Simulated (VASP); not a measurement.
Input:

```
CELL_PARAMETERS angstrom
      4.35754     0.00000     0.00000
      0.00000     4.35754     0.00000
      0.00000     0.00000     4.35754
ATOMIC_POSITIONS crystal
  Co 0.85371 0.64629 0.35371
  Co 0.35371 0.85371 0.64629
  Co 0.14629 0.14629 0.14629
  Co 0.64629 0.35371 0.85371
  Si 0.15638 0.34362 0.65638
  Si 0.65638 0.15638 0.34362
  Si 0.84362 0.84362 0.84362
  Si 0.34362 0.65638 0.15638
```

Level of theory: PBEsol GGA, VASP's PBE PAW potentials (set 64) (plane waves; VASP). Run with 500 eV cut-off, 7×7×7 Γ-centred mesh, first-order Methfessel-Paxton smearing of 0.10 eV, potentials Co Si.

Task: Estimate the energy per atom (σ→0), pressure, band gap (on the k-mesh) with the smallest direct gap where there is one.

Result: 
```json
{
  "band gap (on the k-mesh)": "none (metal, semimetal or under 0.01 eV)",
  "energy per atom (σ→0)": "-7.475 eV/atom",
  "pressure": "5.08 GPa"
}
```

The absolute energy has meaning only against runs of the same code, potentials and settings.

The compound is CoSi in the B20 structure. It was relaxed first under an external pressure of 5 GPa. The run is not spin-polarised, so no magnetic state was tried.
